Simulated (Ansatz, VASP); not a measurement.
# HPt9 (Pt(110), 9 layers, H below) in two plane-wave programs, part 2 of 3

One calculation is typed for both programs; each brings its own data sets. How far apart do they land? Of the first pair: The cell is taken from a series of runs on this material, whose earlier steps may have relaxed, scaled, displaced or heated it; both programs get it as it stands.

VASP 6.6.1 and Ansatz 0.2.0.

So far: The structure; VASP: single point, PBE, pair 1.

## Step 3: Ansatz: single point, PBE, pair 1

Level of this step: Ansatz beside VASP: Kohn-Sham DFT, plane waves, PBE (Ansatz).

Ansatz runs on its default PAW (the set named soft_2) files.

The same cell, functional, mesh and smearing now go to Ansatz, which takes its cutoff from its data sets.

input.yaml

```yaml
crystal:
  lattice:
    - [3.92, 0.0, 0.0]
    - [0.0, 2.7718585823, 0.0]
    - [0.0, 0.0, 29.987434329]
  atoms:
    - { symbol: Pt, position: [0.0, 0.0, 0.3273793319] }
    - { symbol: Pt, position: [0.5, 0.5, 0.3718921196] }
    - { symbol: Pt, position: [0.0, 0.0, 0.4225722829] }
    - { symbol: Pt, position: [0.5, 0.5, 0.4687892842] }
    - { symbol: Pt, position: [0.0, 0.0, 0.5150062855] }
    - { symbol: Pt, position: [0.5, 0.5, 0.5612232868] }
    - { symbol: Pt, position: [0.0, 0.0, 0.6087831441] }
    - { symbol: Pt, position: [0.5, 0.5, 0.6593663343] }
    - { symbol: Pt, position: [0.0, 0.0, 0.7007123233] }
    - { symbol: H, position: [0.5, 0.5, 0.3171961807] }
kpoints:
  mp_grid: { grid: [10, 14, 1] }
  band_path:
    path:
      - [0, 0, 0]
      - [0.5, 0, 0]
      - [0.5, 0.5, 0]
      - [0, 0, 0]
      - [0, 0.5, 0]
      - [0.5, 0.5, 0]
    npoints: 24
hamiltonian:
  xc: pbe
scf:
  occupations: { method: fermi_dirac, width: 0.05 }
  convergence: { dr2_threshold: 1.0e-09 }
efield:
  axis: 3
  dipole_correction: true
  ramp_position: 0.97
  ramp_width: 0.06
output:
  fatbands: true
  dos: { projected: true, e_range: [-8, 5] }
  write_potential: true
  write_density: true
  volumetric_format: npy
  elf: true
```

Run with:

```sh
> ansatz run input.yaml --threads 4 --pin off --max-ram 6144MiB --backend cpu --events-out ev --progress --plain --runs-dir out
```

Numbers of over 12 decimals in the logs are rounded to 6 here.

What it wrote:

```text
Engine: ansatz 0.2.0, aarch64-unknown-linux-gnu
Pseudopotentials: kind: paw
Pseudopotential: Pt, paw, valence charge 18, recommended cutoff 420 eV (normal), Pt.paw.azcp
Pseudopotential: H, paw, valence charge 1, recommended cutoff 420 eV (normal), H.paw.azcp
Functional definition: PBE
  parameter kappa = 0.804
  parameter beta = 0.066725
  exchange = pbe_x(kappa = kappa, mu = beta*pi^2/3)
  correlation = pbe_c(beta = beta)
Crystal: 10 atoms, lattice volume = 325.834 Å³
Basis set: ecut = 420 eV, 6373 PW (Γ)
Bands: 98, of which v1, the nominal top of the filled ones, is band 82 counted from 1 (81 counted from 0)
Symmetry: 4 space group operations
Space group: Pmm2 (ITA 25), of the structure as read, at distance tolerance 6.9e-5 Å
k-points: 48 of 140
Non-local potential: Pt, projectors of the file, l = 0: 3, l = 1: 2, l = 2: 2, l = 3: 1
Non-local potential: H, projectors of the file, l = 0: 2, l = 1: 1
PAW form: soft (Blöchl's): semilocal exchange-correlation on the pseudo side does not see the compensation charge
PAW one-centre angular grid: Pt, 590 points (default); XC on 64 Gauss nodes
PAW one-centre angular grid: H, 110 points (default); XC on 64 Gauss nodes
Initial density: superposition of atomic densities (neutral atoms: chi_scale 0, normalization atom), corrected by the library's trained network
Initial wavefunctions: pseudopotential atomic-orbital guess
Functional: x = pbe(κ = 0.804, μ = 0.219515), c = pbe(β = 0.066725)
SCF iter   1: F=—  HF=-112720.579864 eV  |F-HF|=—  |Δ(HF+E_count)|=         —  Δρ=1.63e-2  dr2=1.98e1  ethr=1.77e-3  p=0.004 e·Å  D=2.47e-3 V/Å  ΔV_dip=-0.07 eV  dr2_dipole=7.72e0  V_vac-E_F(+/−)=4.86/4.94 eV  ⟨swp⟩=7.8  Hψ=19863  notcnv=0  defer=122
efield: sawtooth ramp at fractional position 0.9700 (set: `efield.ramp_position`, or a place that a band, a saddle search or an elastic batch's reference lends), width 0.0600; the density the first Hamiltonian is built on has a dipole p = 0.004 e·Å; the dipole correction subtracts the counter field D = 2.47e-3 V/Å, which shifts the + side's vacuum level by -0.07 eV against the − side's; the planar-averaged density in the ramp window peaks in size at 6.8e-6 e/Å³
preconditioner: auto → LDOS  [metal: Δε(μ)=0.004 eV  Ē_g=7.450 eV  σ=0.050 eV  W_gap=0.02  n_scr=74 (ndim 8)  ℏωp=19.6 eV  f_vac=0.526  D(μ)=16.17/eV (n_scr^D=160)  β→1.0]
SCF iter   2: F=—  HF=-112720.437928 eV  |F-HF|=—  |Δ(HF+E_count)|=   1.42e-1  Δρ=4.23e-3  dr2=2.60e-1  ethr=1.77e-3  p=-0.018 e·Å  D=-9.76e-3 V/Å  ΔV_dip=0.29 eV  dr2_dipole=1.49e-1  V_vac-E_F(+/−)=5.37/5.07 eV  ⟨swp⟩=2.0  Hψ=5588  notcnv=0  defer=261
SCF iter   3: F=—  HF=-112720.439654 eV  |F-HF|=—  |Δ(HF+E_count)|=   1.73e-3  Δρ=1.77e-3  dr2=5.85e-2  ethr=1.60e-4  p=-0.011 e·Å  D=-6.01e-3 V/Å  ΔV_dip=0.18 eV  dr2_dipole=1.02e-2  V_vac-E_F(+/−)=5.25/5.07 eV  ⟨swp⟩=2.3  Hψ=5139  notcnv=0  defer=301
SCF iter   4: F=—  HF=-112720.437392 eV  |F-HF|=—  |Δ(HF+E_count)|=   2.26e-3  Δρ=7.30e-4  dr2=6.00e-3  ethr=3.59e-5  p=-0.012 e·Å  D=-6.70e-3 V/Å  ΔV_dip=0.20 eV  dr2_dipole=5.20e-8  V_vac-E_F(+/−)=5.30/5.10 eV  ⟨swp⟩=1.9  Hψ=5404  notcnv=0  defer=301
SCF iter   5: F=—  HF=-112720.437171 eV  |F-HF|=—  |Δ(HF+E_count)|=   2.21e-4  Δρ=3.37e-4  dr2=9.60e-4  ethr=3.68e-6  p=-0.012 e·Å  D=-6.57e-3 V/Å  ΔV_dip=0.20 eV  dr2_dipole=9.16e-5  V_vac-E_F(+/−)=5.30/5.10 eV  ⟨swp⟩=2.0  Hψ=6120  notcnv=0  defer=301
SCF iter   6: F=—  HF=-112720.437135 eV  |F-HF|=—  |Δ(HF+E_count)|=   3.64e-5  Δρ=1.27e-4  dr2=1.11e-4  ethr=5.89e-7  p=-0.012 e·Å  D=-6.54e-3 V/Å  ΔV_dip=0.20 eV  dr2_dipole=4.13e-7  V_vac-E_F(+/−)=5.30/5.11 eV  ⟨swp⟩=1.9  Hψ=5718  notcnv=0  defer=301
SCF iter   7: F=—  HF=-112720.437136 eV  |F-HF|=—  |Δ(HF+E_count)|=   1.52e-6  Δρ=3.86e-5  dr2=1.64e-5  ethr=6.82e-8  p=-0.012 e·Å  D=-6.57e-3 V/Å  ΔV_dip=0.20 eV  dr2_dipole=1.14e-7  V_vac-E_F(+/−)=5.30/5.11 eV  ⟨swp⟩=2.0  Hψ=6557  notcnv=0  defer=301
SCF iter   8: F=—  HF=-112720.437137 eV  |F-HF|=—  |Δ(HF+E_count)|=   9.13e-7  Δρ=1.51e-5  dr2=1.95e-6  ethr=1.00e-8  p=-0.012 e·Å  D=-6.57e-3 V/Å  ΔV_dip=0.20 eV  dr2_dipole=6.06e-8  V_vac-E_F(+/−)=5.30/5.11 eV  ⟨swp⟩=2.1  Hψ=6571  notcnv=0  defer=302
SCF iter   9: F=—  HF=-112720.437588 eV  |F-HF|=—  |Δ(HF+E_count)|=   4.51e-4  Δρ=8.03e-6  dr2=5.35e-7  ethr=1.20e-9  p=-0.012 e·Å  D=-6.58e-3 V/Å  ΔV_dip=0.20 eV  dr2_dipole=1.43e-8  V_vac-E_F(+/−)=5.30/5.11 eV  ⟨swp⟩=2.0  Hψ=6667  notcnv=0  defer=302
SCF iter  10: F=—  HF=-112720.437589 eV  |F-HF|=—  |Δ(HF+E_count)|=   2.98e-7  Δρ=4.07e-6  dr2=1.49e-7  ethr=3.28e-10  p=-0.012 e·Å  D=-6.58e-3 V/Å  ΔV_dip=0.20 eV  dr2_dipole=4.11e-9  V_vac-E_F(+/−)=5.30/5.11 eV  ⟨swp⟩=1.9  Hψ=5598  notcnv=0  defer=302
SCF iter  11: F=—  HF=-112720.437589 eV  |F-HF|=—  |Δ(HF+E_count)|=   2.82e-9  Δρ=1.25e-6  dr2=2.08e-8  ethr=9.14e-11  p=-0.012 e·Å  D=-6.58e-3 V/Å  ΔV_dip=0.20 eV  dr2_dipole=1.24e-9  V_vac-E_F(+/−)=5.30/5.11 eV  ⟨swp⟩=2.1  Hψ=5890  notcnv=0  defer=302
SCF iter  12: F=—  HF=-112720.437589 eV  |F-HF|=—  |Δ(HF+E_count)|=   2.14e-8  Δρ=5.60e-7  dr2=2.54e-9  ethr=1.27e-11  p=-0.012 e·Å  D=-6.58e-3 V/Å  ΔV_dip=0.20 eV  dr2_dipole=1.93e-12  V_vac-E_F(+/−)=5.30/5.11 eV  ⟨swp⟩=2.0  Hψ=6189  notcnv=0  defer=302
SCF iter  13: F=-112720.437589 eV  HF=-112720.437589 eV  |F-HF|=1.14e-9  |Δ(HF+E_count)|=   2.05e-8  Δρ=3.15e-7  dr2=9.70e-10  ethr=1.00e-12  p=-0.012 e·Å  D=-6.58e-3 V/Å  ΔV_dip=0.20 eV  dr2_dipole=2.71e-11  V_vac-E_F(+/−)=5.30/5.11 eV  ⟨swp⟩=13.1  Hψ=15346  notcnv=0
SCF 1 converged in 13 iterations: F = -112720.437589 eV  dr2 = 9.70e-10
  greatest PAW one-centre occupation: 1.000 electrons in one spin orbital (limit 2), on the Pt atom at site 4 (counted from 0), in its partial waves of l = 0
NSCF: frozen V_eff on 121 k-points
efield: sawtooth ramp at fractional position 0.9700 (kept from the solve that this one continues, or follows in the run), width 0.0600; the density the first Hamiltonian is built on has a dipole p = -0.012 e·Å; the dipole correction subtracts the counter field D = -6.58e-3 V/Å, which shifts the + side's vacuum level by +0.20 eV against the − side's; the planar-averaged density in the ramp window peaks in size at 4.2e-6 e/Å³
WARN: The output density's exchange-correlation potential varies sharply where the density is thin. Do not read a vacuum level from v_tot or v_xc, or from such a field of the output density. On a cell that repeats whose density bears no net charge and no dipole along the vacuum's axis use v_es (v_loc + v_h of the components); under efield.dipole_correction with no amplitude use v_es + v_field, which holds any externa [...]
SCF converged after 13 iterations
Free energy (F): -112720.437589 eV
Harris-Foulkes:  -112720.437589 eV  (|F-HF|=1.14e-9)
Internal energy: -112720.302267 eV  (E = F + TS)
E sigma→0 (E₀):  -112720.369928 eV
Entropy (-TS):   -0.135321 eV (-13.532 meV/atom)
Fermi energy:    6.750940 eV
Dipole field:    D = -0.006571 V/Å  (p = -0.011833 e·Å, saw-weighted, corrected)
Work function:   Φ+ = 5.3032 eV   Φ− = 5.1061 eV
Levels:          The Fermi level and band energies are counted from a zero that moves with the ramp; work functions are not
--- Per-component energies (eV) ---
  E_band       = -3808.473688
  E_kinetic    = 5750.080408
  E_local      = -379754.269191  (includes V_loc(G=0)·N_el)
  E_nonlocal   = 1802.047055
  E_hartree    = 186861.902671
  E_xc         = -2361.917494
  E_vxc        = -2732.822164  (∫ρ·V_xc dr)
  E_paw        = -85087.135070  (= ΣΔE_a)
  E_vpaw       = -2597.755786  (= ΣTr[D̂ρ^β])
  E_aug_tail   = 0.000758  (compensation charges beyond the density's cutoff)
  E_efield     = 0.000039  (sawtooth field / dipole correction)
  E_vefield    = 0.445470  (∫n·V_field dr)
  E_ewald      = 160068.988556
  E_smearing   = -0.135321  (= −TS)
  E_closure    = -0.000000  (closes the sum)
  Σ components = -112720.437589   (vs F -112720.437589, Δ=0.00e0)
--- Band table (eV; the first three rows and the last of 48) ---
  k-point 0: bands = [... 78 lower, 6.1926, 6.3264, 6.6392, 6.6538, 6.6939, 6.9411, 7.0360, 7.2175, ... 12 higher]
  k-point 1: bands = [... 78 lower, 6.2588, 6.2619, 6.4098, 6.5390, 6.7392, 6.9160, 7.0080, 7.1807, ... 12 higher]
  k-point 2: bands = [... 78 lower, 6.1289, 6.1790, 6.3169, 6.4846, 6.6330, 7.0882, 7.1756, 7.2208, ... 12 higher]
  k-point 47: bands = [... 78 lower, 6.8920, 6.9257, 7.1026, 7.3078, 7.4616, 9.1944, 9.3123, 9.5449, ... 12 higher]
```

## Step 4: Side by side

Known differences besides the potentials themselves: the data sets hold 163 valence electrons in Ansatz (on its default PAW (the set named soft_2) files) and 91 in VASP; the cutoff is 420 eV in Ansatz and 400 eV in VASP. Total energies have different zeros and are not compared.

Both answers:

```csv
quantity,Ansatz,VASP,difference
"work function, lower of the two faces (eV)",5.11,5.11,0.00
"work function, higher of the two faces (eV)",5.30,5.31,0.00
```

Where the cell holds vacuum, a pressure given here is an average over it and none of the material.

## Step 5: Ansatz: relaxation, PBE

The two programs are compared at the cell with which this relaxation starts, whose forces are those of its first step.

The structure compared here is the start of the Ansatz relaxation; VASP solves that cell, so the two are compared at the walk's first step.

input.yaml

```yaml
crystal:
  lattice:
    - [3.92, 0.0, 0.0]
    - [0.0, 2.7718585823, 0.0]
    - [0.0, 0.0, 29.987434329]
  atoms:
    - { symbol: Pt, position: [0.0, 0.0, 0.3301382803] }
    - { symbol: Pt, position: [0.5, 0.5, 0.3763552816] }
    - { symbol: Pt, position: [0.0, 0.0, 0.4225722829] }
    - { symbol: Pt, position: [0.5, 0.5, 0.4687892842] }
    - { symbol: Pt, position: [0.0, 0.0, 0.5150062855] }
    - { symbol: Pt, position: [0.5, 0.5, 0.5612232868] }
    - { symbol: Pt, position: [0.0, 0.0, 0.6074402881] }
    - { symbol: Pt, position: [0.5, 0.5, 0.6536572893] }
    - { symbol: Pt, position: [0.0, 0.0, 0.6998742906] }
    - { symbol: H, position: [0.5, 0.5, 0.3001257094] }
kpoints:
  mp_grid: { grid: [10, 14, 1] }
hamiltonian:
  xc: pbe
scf:
  occupations: { method: fermi_dirac, width: 0.1 }
  convergence: { dr2_threshold: 1.0e-08 }
efield:
  axis: 3
  dipole_correction: true
  ramp_position: 0.97
  ramp_width: 0.06
relax:
  f_tol: 0.01
  max_steps: 60
  constraints: [{ sites: [2, 3, 4, 5] }]
output:
  write_potential: true
  write_density: true
  volumetric_format: npy
```

What it wrote:

```text
[...]
Crystal: 10 atoms, lattice volume = 325.834 Å³
Basis set: ecut = 420 eV, 6373 PW (Γ), exchange–correlation on 54×40×432 points (8 copies of the dense FFT grid, shifted against one another)
Bands: 98, of which v1, the nominal top of the filled ones, is band 82 counted from 1 (81 counted from 0)
Symmetry: 4 space group operations
[...]
- { symbol: Pt, position: [0.0, 0.0, 0.422572] }
    - { symbol: Pt, position: [0.5, 0.5, 0.468789] }
    - { symbol: Pt, position: [0.0, 0.0, 0.5150062855] }
    - { symbol: Pt, position: [0.5, 0.5, 0.561223] }
    - { symbol: Pt, position: [0.0, 0.0, 0.608783] }
    - { symbol: Pt, position: [0.5, 0.5, 0.659366] }
    - { symbol: Pt, position: [0.0, 0.0, 0.700712] }
    - { symbol: H, position: [0.5, 0.5, 0.317196] }
[key lines of the parts left out:]
SCF converged after 7 iterations
Free energy (F): -112720.631482 eV
Fermi energy:    6.758429 eV
Dipole field:    D = -0.006573 V/Å  (p = -0.011836 e·Å, saw-weighted, corrected)
Work function:   Φ+ = 5.3009 eV   Φ− = 5.1038 eV
```

## Step 6: VASP: single point, PBE, start cell, pair 2

The same cell, functional, mesh and smearing now go to VASP, with its own data sets.

INCAR

```
SYSTEM = HPt9
PREC = Accurate
ENCUT = 400
EDIFF = 1E-06
NELM = 120
ISMEAR = -1
SIGMA = 0.1
LREAL = .FALSE.
ALGO = Normal
GGA = PE
NBANDS = 56
LASPH = .TRUE.
LORBIT = 11
LWAVE = .FALSE.
LCHARG = .FALSE.
ISIF = 2
LDIPOL = .TRUE.
IDIPOL = 3
DIPOL = 0.5 0.5 0.493
LVHAR = .TRUE.
GGA_COMPAT = .FALSE.
NELMDL = -8
KPAR = 2
```

POSCAR

```
HPt9
1.0
    3.9200000000      0.0000000000      0.0000000000
    0.0000000000      2.7718585823      0.0000000000
    0.0000000000      0.0000000000     29.9874343290
Pt H
9 1
Direct
    0.0000000000      0.9999998950      0.3301382803
    0.5000000000      0.4999998950      0.3763552719
    0.0000000000      0.9999998950      0.4225722968
    0.5000000000      0.4999998950      0.4687892884
    0.0000000000      0.9999998950      0.5150062800
    0.5000000000      0.4999998950      0.5612232716
    0.0000000000      0.9999998950      0.6074402965
    0.5000000000      0.4999998950      0.6536572881
    0.0000000000      0.9999998950      0.6998742797
    0.5000000000      0.4999998950      0.3001257094
```

KPOINTS

```
Automatic mesh
0
Gamma
10 14 1
0 0 0
```

Potentials, in the order of the species: Pt and H (PBE family, release 64).

Run with:

```sh
> mpirun -np 2 vasp_std
```

What it wrote:

```text
[... set-up lines as in an earlier step ...]
 entering main loop
       N       E                     dE             d eps       ncg     rms          rms(c)
DAV:   1     0.547389113156E+03    0.54739E+03   -0.36257E+04  5376   0.114E+03
DAV:   2    -0.239238790065E+02   -0.57131E+03   -0.53376E+03  6448   0.266E+02
DAV:   3    -0.573787935046E+02   -0.33455E+02   -0.30369E+02  6528   0.585E+01
DAV:   4    -0.585020662366E+02   -0.11233E+01   -0.11019E+01  6552   0.110E+01
[...]
DAV:  43    -0.550434449242E+02   -0.28208E-05   -0.80088E-07  3464   0.480E-03    0.128E-02
DAV:  44    -0.550434469508E+02   -0.20266E-05   -0.13761E-06  3584   0.489E-03    0.663E-03
DAV:  45    -0.550434475224E+02   -0.57163E-06   -0.51820E-07  3504   0.252E-03
   1 F= -.55043448E+02 E0= -.54786200E+02  d E =-.514494E+00
```

OUTCAR, selected parts (step 6):

```text
  Total        1.2234329      1.4754227      2.7183443      0.0000000      0.0000000      0.0000000
  in kB        6.0158123      7.2548858     13.3665274      0.0000000      0.0000000      0.0000000
  external PRESSURE =       8.8790752 kB  Pullay stress =       0.0000000 kB

 POSITION                                       TOTAL-FORCE (eV/Angst)
 -----------------------------------------------------------------------------------
      0.00000      2.77186      9.90000         0.000000      0.000000     -0.852045
      1.96000      1.38593     11.28593         0.000000      0.000000     -1.355537
      0.00000      2.77186     12.67186         0.000000      0.000000      0.247395
      1.96000      1.38593     14.05779         0.000000      0.000000     -0.123249
      0.00000      2.77186     15.44372         0.000000      0.000000      0.083259
      1.96000      1.38593     16.82965         0.000000      0.000000     -0.127236
      0.00000      2.77186     18.21558         0.000000      0.000000      0.049228
      1.96000      1.38593     19.60151         0.000000      0.000000      1.130660
      0.00000      2.77186     20.98743         0.000000      0.000000     -0.460110
      1.96000      1.38593      9.00000         0.000000      0.000000      1.407635
 -----------------------------------------------------------------------------------
    total drift:                                0.000000      0.000540      0.000137

  FREE ENERGIE OF THE ION-ELECTRON SYSTEM (eV)
  ---------------------------------------------------
  free  energy   TOTEN  =       -55.0434475224 eV

  energy  without entropy=      -54.5289531336  energy(sigma->0) =      -54.78620033

[... 2 parts as in an earlier step ...]

[... 1 further part left out ...]
[key lines of the parts left out:]
E-fermi :   1.6453
```

## Step 7: Comparison

What differs besides the data sets and the points named for the pairs above, as far as they apply: the data sets hold 163 valence electrons in Ansatz (on its default PAW (the set named soft_2) files) and 91 in VASP. Total energies have different zeros and are not compared.

Forces (eV/Å; atoms numbered as in POSCAR):

```csv
atom,"Ansatz x, y, z","VASP x, y, z"
Pt1,"0.000, 0.000, -0.871","0.000, 0.000, -0.852"
Pt2,"0.000, 0.000, -1.369","0.000, 0.000, -1.356"
Pt3,"0.000, 0.000, 0.252","0.000, 0.000, 0.247"
Pt4,"0.000, 0.000, -0.124","0.000, 0.000, -0.123"
Pt5,"0.000, 0.000, 0.084","0.000, 0.000, 0.083"
Pt6,"0.000, 0.000, -0.128","0.000, 0.000, -0.127"
Pt7,"0.000, 0.000, 0.045","0.000, 0.000, 0.049"
Pt8,"0.000, 0.000, 1.145","0.000, 0.000, 1.131"
Pt9,"0.000, 0.000, -0.440","0.000, 0.000, -0.460"
H10,"0.000, 0.000, 1.406","0.000, 0.000, 1.408"
```

The forces differ by 6.3 meV/Å r.m.s., which is 1.4 % of the r.m.s. force of 0.452 eV/Å (both taken over all components). Where the cell holds vacuum, a pressure given here is an average over it and none of the material.

(Continued in part 3 of 3.)

[Lines on the potential files, build, host, timing and source positions are cut from VASP's logs without a mark.]

[Logs are printed without paths, hosts, clocks, repeated set-up lines and the standing remarks that a program may print on its own settings, such as how far it seeks lower states.]

[Hosts, paths, dates, database ids (printed as entryN), source tags and the programs' standing remarks are cut or masked in the printed files.]
